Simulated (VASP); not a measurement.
Given:

AgCl is taken in the cubic space group Fm-3m (No. 225), the rock salt structure, Pearson symbol cF8. Conventional cell: a = 5.5226 Å, b = 5.5226 Å, c = 5.5226 Å, α = 90.00°, β = 90.00°, γ = 90.00°. Ag on 4a sees 6 Cl at 2.761 Å (octahedral). Cl on 4b is surrounded by 6 Ag at 2.761 Å (octahedral). (Neighbours: up to the widest gap in distance over summed covalent radii, below 1.35, at either atom; cation-cation and far metal-metal contacts left out.)
(The calculation used a cell of 2 atoms; values per cell refer to that cell.)

These are revTPSS meta-GGA, VASP's PBE PAW potentials (set 64) (plane waves; VASP 6.6.1) values and carry that method's errors. Numerical set-up: 520 eV cut-off, 8×8×8 Γ-centred mesh, Gaussian smearing of 0.050 eV, potentials Ag Cl.

Question: Give the energy at these volumes per atom, relative to the lowest: 19.79, 20.42, 21.05, 21.69, 22.32 Å³.

Answer: 13.4, 3.1, 0.0, 2.7, 10.3 meV/atom. A third-order Birch-Murnaghan fit gives B0 = 49.4 GPa and B0′ = 5.5.

The compound is AgCl in the rock salt structure. It was relaxed first.
